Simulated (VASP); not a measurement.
Calculation: r2SCAN meta-GGA, VASP's PBE PAW potentials (set 64) (plane waves; VASP 6.6.1).

VASP input:

POSCAR:
```
Cs3Bi2Br9
1.0
  8.0076419480   0.0000000000   0.0000000000
 -4.0038209740   6.9348217835   0.0000000000
  0.0000000000   0.0000000000   9.9137884182
Cs Bi Br
3 2 9
Cart
 -0.0000040038   4.6232168339   3.3513104494
  4.0038249778   2.3116049496   6.5624779688
  0.0000000000   0.0000000000   0.0000000000
 -0.0000040038   4.6232168339   8.0173651107
  4.0038249778   2.3116049496   1.8964233075
 -0.0000040042   2.3012171143   6.5598763875
  4.0038249782   4.6336046692   3.3539120307
  2.0109066155   5.7842166941   6.5598763875
  1.9929143585   1.1506050894   3.3539120307
 -2.0109146239   5.7842166941   6.5598763875
  6.0147355979   1.1506050894   3.3539120307
  2.0019104870   3.4674108918   0.0000000000
  4.0038209740   0.0000000000   0.0000000000
 -2.0019104870   3.4674108918   0.0000000000
```

File KPOINTS:
```
Automatic mesh
0
Gamma
3 3 2
0 0 0
```

**INCAR**
```
SYSTEM = Cs3Bi2Br9
LREAL = Auto
ISIF = 3
PREC = Accurate
EDIFFG = -0.02
ENCUT = 400
ALGO = Normal   ! blocked Davidson
LMIXTAU = .True.
ISMEAR = 0
SIGMA = 0.05
LWAVE = .False.
LCHARG = .False.
IBRION = 2   ! conjugate gradients
NELM = 100
LASPH = .True.   ! aspherical one-centre terms
LMAXMIX = 4   ! l cut-off of mixed one-centre charges
NSW = 60   ! most ionic steps
EDIFF = 1E-6   ! SCF stop (eV)
METAGGA = R2SCAN
```

POTCAR, in this order: Cs_sv Bi_d Br (PBE.64 set). Program: vasp_std.

The resulting files:

**OSZICAR**
```
       N       E                     dE             d eps       ncg     rms          rms(c)
DAV:   1     0.669078798373E+03    0.66908E+03   -0.46205E+04   912   0.123E+03
DAV:   2    -0.243868888840E+03   -0.91295E+03   -0.89517E+03  1096   0.292E+02
DAV:   3    -0.354685099692E+03   -0.11082E+03   -0.11029E+03  1016   0.127E+02
DAV:   4    -0.358809557614E+03   -0.41245E+01   -0.41099E+01  1096   0.312E+01
DAV:   5    -0.358921424855E+03   -0.11187E+00   -0.11181E+00  1152   0.427E+00    0.718E+00
DAV:   6    -0.346790528215E+03    0.12131E+02   -0.71842E+00  1192   0.157E+01    0.602E+00
DAV:   7    -0.333490940253E+03    0.13300E+02   -0.30633E+00   936   0.675E+00    0.243E+00
DAV:   8    -0.332107654026E+03    0.13833E+01   -0.19655E+00   992   0.679E+00    0.127E+00
DAV:   9    -0.330906944808E+03    0.12007E+01   -0.32381E-01   960   0.274E+00    0.799E-01
DAV:  10    -0.331020668371E+03   -0.11372E+00   -0.10577E-01  1040   0.205E+00    0.413E-01
DAV:  11    -0.331190986445E+03   -0.17032E+00   -0.36006E-01   880   0.331E+00    0.387E-01
DAV:  12    -0.331231592588E+03   -0.40606E-01   -0.14739E-02   960   0.645E-01    0.217E-01
DAV:  13    -0.331332945182E+03   -0.10135E+00   -0.72021E-02   904   0.150E+00    0.768E-02
DAV:  14    -0.331342924715E+03   -0.99795E-02   -0.10591E-02   928   0.575E-01    0.654E-02
DAV:  15    -0.331343942131E+03   -0.10174E-02   -0.19811E-03   952   0.229E-01    0.369E-02
DAV:  16    -0.331344334106E+03   -0.39197E-03   -0.17120E-04  1056   0.774E-02    0.230E-02
DAV:  17    -0.331344760766E+03   -0.42666E-03   -0.53933E-04   952   0.137E-01    0.112E-02
DAV:  18    -0.331344838249E+03   -0.77483E-04   -0.10236E-04   960   0.495E-02    0.101E-02
DAV:  19    -0.331344872475E+03   -0.34226E-04   -0.16513E-05   960   0.245E-02    0.580E-03
DAV:  20    -0.331344865039E+03    0.74363E-05   -0.10898E-05   960   0.170E-02    0.460E-03
DAV:  21    -0.331344875260E+03   -0.10221E-04   -0.27692E-06   760   0.910E-03    0.260E-03
DAV:  22    -0.331344880603E+03   -0.53433E-05   -0.10296E-06   624   0.631E-03    0.977E-04
DAV:  23    -0.331344881146E+03   -0.54315E-06   -0.10161E-06   624   0.587E-03
   1 F= -.33134488E+03 E0= -.33134488E+03  d E =-.331345E+03
       N       E                     dE             d eps       ncg     rms          rms(c)
DAV:   1    -0.331345314481E+03   -0.43388E-03   -0.77183E-02  1080   0.898E-01    0.105E-01
DAV:   2    -0.331345268511E+03    0.45970E-04   -0.19671E-03  1064   0.194E-01    0.485E-02
DAV:   3    -0.331345262038E+03    0.64725E-05   -0.32042E-04  1048   0.877E-02    0.236E-02
DAV:   4    -0.331345244390E+03    0.17648E-04   -0.72749E-05   984   0.435E-02    0.844E-03
DAV:   5    -0.331345271251E+03   -0.26861E-04   -0.39756E-05   944   0.307E-02    0.507E-03
DAV:   6    -0.331345268361E+03    0.28901E-05   -0.10733E-05   968   0.164E-02    0.159E-03
DAV:   7    -0.331345272396E+03   -0.40351E-05   -0.30458E-06   736   0.894E-03    0.637E-04
DAV:   8    -0.331345270601E+03    0.17952E-05   -0.83608E-07   616   0.493E-03    0.242E-04
DAV:   9    -0.331345272210E+03   -0.16086E-05   -0.23025E-07   560   0.264E-03    0.194E-04
DAV:  10    -0.331345271972E+03    0.23718E-06   -0.31956E-08   504   0.103E-03
   2 F= -.33134527E+03 E0= -.33134527E+03  d E =-.390826E-03
       N       E                     dE             d eps       ncg     rms          rms(c)
DAV:   1    -0.331346605726E+03   -0.13335E-02   -0.69983E-01  1080   0.272E+00    0.317E-01
DAV:   2    -0.331345937145E+03    0.66858E-03   -0.15718E-02  1048   0.576E-01    0.144E-01
DAV:   3    -0.331345865881E+03    0.71264E-04   -0.26957E-03  1024   0.257E-01    0.712E-02
DAV:   4    -0.331345729652E+03    0.13623E-03   -0.69636E-04   976   0.135E-01    0.254E-02
DAV:   5    -0.331345997148E+03   -0.26750E-03   -0.39879E-04   928   0.980E-02    0.154E-02
DAV:   6    -0.331346012971E+03   -0.15823E-04   -0.10518E-04   936   0.513E-02    0.464E-03
DAV:   7    -0.331346041197E+03   -0.28226E-04   -0.33577E-05   936   0.295E-02    0.210E-03
DAV:   8    -0.331346035908E+03    0.52893E-05   -0.10566E-05   904   0.178E-02    0.930E-04
DAV:   9    -0.331346046136E+03   -0.10229E-04   -0.25315E-06   728   0.911E-03    0.730E-04
DAV:  10    -0.331346045782E+03    0.35396E-06   -0.11061E-07   624   0.194E-03
   3 F= -.33134605E+03 E0= -.33134605E+03  d E =-.116464E-02
       N       E                     dE             d eps       ncg     rms          rms(c)
DAV:   1    -0.331347941146E+03   -0.18950E-02   -0.28161E+00  1080   0.550E+00    0.633E-01
DAV:   2    -0.331345499491E+03    0.24417E-02   -0.62937E-02  1040   0.116E+00    0.288E-01
DAV:   3    -0.331345087855E+03    0.41164E-03   -0.10684E-02  1016   0.509E-01    0.142E-01
DAV:   4    -0.331344599128E+03    0.48873E-03   -0.27953E-03   968   0.272E-01    0.510E-02
DAV:   5    -0.331345649958E+03   -0.10508E-02   -0.16151E-03   912   0.197E-01    0.307E-02
DAV:   6    -0.331345768052E+03   -0.11809E-03   -0.42951E-04   936   0.104E-01    0.915E-03
DAV:   7    -0.331345874419E+03   -0.10637E-03   -0.12483E-04   928   0.570E-02    0.415E-03
DAV:   8    -0.331345859589E+03    0.14829E-04   -0.39569E-05   952   0.345E-02    0.179E-03
DAV:   9    -0.331345895693E+03   -0.36103E-04   -0.10352E-05   896   0.186E-02    0.152E-03
DAV:  10    -0.331345895007E+03    0.68540E-06   -0.36765E-07   680   0.365E-03
   4 F= -.33134590E+03 E0= -.33134590E+03  d E =-.101386E-02
       N       E                     dE             d eps       ncg     rms          rms(c)
DAV:   1    -0.331346354490E+03   -0.45880E-03   -0.81051E-01  1032   0.288E+00    0.339E-01
DAV:   2    -0.331345938499E+03    0.41599E-03   -0.23779E-02   984   0.639E-01    0.159E-01
DAV:   3    -0.331345900330E+03    0.38168E-04   -0.37304E-03  1040   0.299E-01    0.772E-02
DAV:   4    -0.331345856567E+03    0.43763E-04   -0.74355E-04   976   0.138E-01    0.273E-02
DAV:   5    -0.331346136760E+03   -0.28019E-03   -0.39689E-04   928   0.989E-02    0.171E-02
DAV:   6    -0.331346182218E+03   -0.45458E-04   -0.10147E-04   944   0.509E-02    0.569E-03
DAV:   7    -0.331346198887E+03   -0.16669E-04   -0.37244E-05   928   0.318E-02    0.234E-03
DAV:   8    -0.331346208730E+03   -0.98428E-05   -0.11387E-05   920   0.188E-02    0.105E-03
DAV:   9    -0.331346211800E+03   -0.30700E-05   -0.24578E-06   712   0.915E-03    0.775E-04
DAV:  10    -0.331346212112E+03   -0.31272E-06   -0.17966E-07   568   0.248E-03
   5 F= -.33134621E+03 E0= -.33134621E+03  d E =-.133097E-02
       N       E                     dE             d eps       ncg     rms          rms(c)
DAV:   1    -0.331346279601E+03   -0.67801E-04   -0.32580E-02   864   0.519E-01    0.783E-02
DAV:   2    -0.331346375309E+03   -0.95708E-04   -0.11849E-03  1056   0.118E-01    0.194E-02
DAV:   3    -0.331346461859E+03   -0.86550E-04   -0.54075E-05   952   0.361E-02    0.179E-02
DAV:   4    -0.331346461877E+03   -0.18164E-07   -0.98805E-06   960   0.127E-02
   6 F= -.33134646E+03 E0= -.33134646E+03  d E =-.249765E-03
       N       E                     dE             d eps       ncg     rms          rms(c)
DAV:   1    -0.331346200619E+03    0.26124E-03   -0.77665E-02   864   0.801E-01    0.119E-01
DAV:   2    -0.331346418348E+03   -0.21773E-03   -0.27936E-03  1056   0.181E-01    0.305E-02
DAV:   3    -0.331346631414E+03   -0.21307E-03   -0.13208E-04   960   0.564E-02    0.282E-02
DAV:   4    -0.331346629397E+03    0.20167E-05   -0.24488E-05   968   0.202E-02    0.122E-02
DAV:   5    -0.331346652813E+03   -0.23416E-04   -0.20535E-05   856   0.215E-02    0.537E-03
DAV:   6    -0.331346653821E+03   -0.10076E-05   -0.36073E-06   848   0.895E-03    0.186E-03
DAV:   7    -0.331346654650E+03   -0.82982E-06   -0.75220E-07   592   0.467E-03
   7 F= -.33134665E+03 E0= -.33134665E+03  d E =-.442538E-03
```

OUTCAR:
```
------------------------ aborting loop because EDIFF is reached ----------------------------------------
  FORCE on cell =-STRESS in cart. coord.  units (eV):
  Direction    XX          YY          ZZ          XY          YZ          ZX
  --------------------------------------------------------------------------------------
  Total        0.1039870      0.1039870      0.0110661      0.0000000     -0.0000000     -0.0000000
  in kB        0.3011583      0.3011584      0.0320486      0.0000000     -0.0000000     -0.0000000
  external PRESSURE =       0.2114551 kB  Pullay stress =       0.0000000 kB
  volume of cell :      553.22
      direct lattice vectors                 reciprocal lattice vectors
     8.019886258  0.000000000 -0.000000000     0.124690048  0.071989828  0.000000000
    -4.009943129  6.945425669 -0.000000000     0.000000000  0.143979656  0.000000000
    -0.000000000 -0.000000000  9.931795009     0.000000000  0.000000000  0.100686734
 POSITION                                       TOTAL-FORCE (eV/Angst)
 -----------------------------------------------------------------------------------
     -0.00000      4.63029      3.35129         0.000000      0.000000     -0.003111
      4.00995      2.31514      6.58051        -0.000000      0.000000      0.003111
      0.00000     -0.00000      0.00000         0.000000      0.000000     -0.000000
     -0.00000      4.63029      8.04590        -0.000000      0.000000     -0.016501
      4.00995      2.31514      1.88590         0.000000     -0.000000      0.016501
     -0.00000      2.31735      6.57578        -0.000000      0.002794      0.000968
      4.00995      4.62808      3.35601         0.000000     -0.002794     -0.000968
      2.00306      5.78675      6.57578        -0.002420     -0.001397      0.000968
      2.00689      1.15867      3.35601         0.002420      0.001397     -0.000968
     -2.00307      5.78675      6.57578         0.002420     -0.001397      0.000968
      6.01301      1.15867      3.35601        -0.002420      0.001397     -0.000968
      2.00497      3.47271     -0.00000         0.000000      0.000000     -0.000000
      4.00994     -0.00000     -0.00000         0.000000      0.000000     -0.000000
     -2.00497      3.47271     -0.00000         0.000000      0.000000     -0.000000
 -----------------------------------------------------------------------------------
    total drift:                               -0.000000     -0.000000      0.000000
  FREE ENERGIE OF THE ION-ELECTRON SYSTEM (eV)
  ---------------------------------------------------
  free  energy   TOTEN  =      -331.3466546504 eV

  energy  without entropy=     -331.3466546504  energy(sigma->0) =     -331.34665465

 reached required accuracy - stopping structural energy minimisation
```
(Selected blocks of OUTCAR.)

CONTCAR:
```
Cs3Bi2Br9
   1.00000000000000
     8.0198862578698087    0.0000000000000000   -0.0000000000000000
    -4.0099431289349043    6.9454256688804161   -0.0000000000000000
    -0.0000000000000000   -0.0000000000000000    9.9317950092907559
  Cs              Bi              Br
     3     2     9
Direct
     0.3333330000000032    0.6666669999999968    0.3374299533665622
     0.6666669999999968    0.3333330000000032    0.6625700466334378
     0.0000000000000000    0.0000000000000000    0.0000000000000000
     0.3333330000000032    0.6666669999999968    0.8101149043012140
     0.6666669999999968    0.3333330000000032    0.1898850956987861
     0.1668251138681131    0.3336512278362184    0.6620942227569897
     0.8331748861318869    0.6663487721637816    0.3379057772430104
     0.6663487721637508    0.8331748861318869    0.6620942227569897
     0.3336512278362493    0.1668251138681131    0.3379057772430104
     0.1668251138681441    0.8331748861318869    0.6620942227569897
     0.8331748861318559    0.1668251138681131    0.3379057772430104
     0.5000000000000000    0.5000000000000000    0.0000000000000000
     0.5000000000000000    0.0000000000000000    0.0000000000000000
     0.0000000000000000    0.5000000000000000    0.0000000000000000
```

The structure comes from a computed database's Cs3Bi2Br9 entry (P-3m1); how it stands against other phases isn't given here. This run relaxes it. Symmetry was kept, so distortions that lower it aren't found. The start is the result of an earlier pass.
